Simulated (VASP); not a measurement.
Computed with LDA (Ceperley-Alder, Perdew-Zunger), VASP's LDA PAW potentials (set 64) (plane waves; VASP).

VASP input:

**INCAR**
```
ALGO  =  Normal
EDIFF  =  1E-7
ENCUT  =  520
ISIF  =  2
ISMEAR  =  -5
LASPH  =  .TRUE.
LCHARG  =  .TRUE.
LMAXMIX  =  4
LORBIT  =  11
LREAL  =  .FALSE.
LWAVE  =  .FALSE.
NEDOS  =  601
NELM  =  100
PREC  =  Accurate
SYSTEM  =  PbTe
```

### KPOINTS
```
Automatic mesh
0
Gamma
8 8 8
0 0 0
```

### POSCAR
```
PbTe
1
    0.0000000000     3.1913417423     3.1913417423
    3.1913417423     0.0000000000     3.1913417423
    3.1913417423     3.1913417423     0.0000000000
Te Pb
1 1
Direct
  0.5000000000   0.5000000000   0.5000000000
  0.0000000000   0.0000000000   0.0000000000
```

POTCAR, in this order: Te Pb_d (LDA.64 set). Program: vasp_std.

### Question
What will the output report for the number of irreducible k-points (NKPTS), largest plane-wave count, number of space-group operations, FFT grid (NGX, NGY, NGZ)?

### Answer

```json
{
 "number of irreducible k-points (NKPTS)": "29",
 "largest_plane_wave_count": "1807",
 "number_of_space_group_operations": "48",
 "FFT grid (NGX, NGY, NGZ)": "36 × 36 × 36"
}
```

The compound is PbTe in the rock salt structure. It was relaxed first.
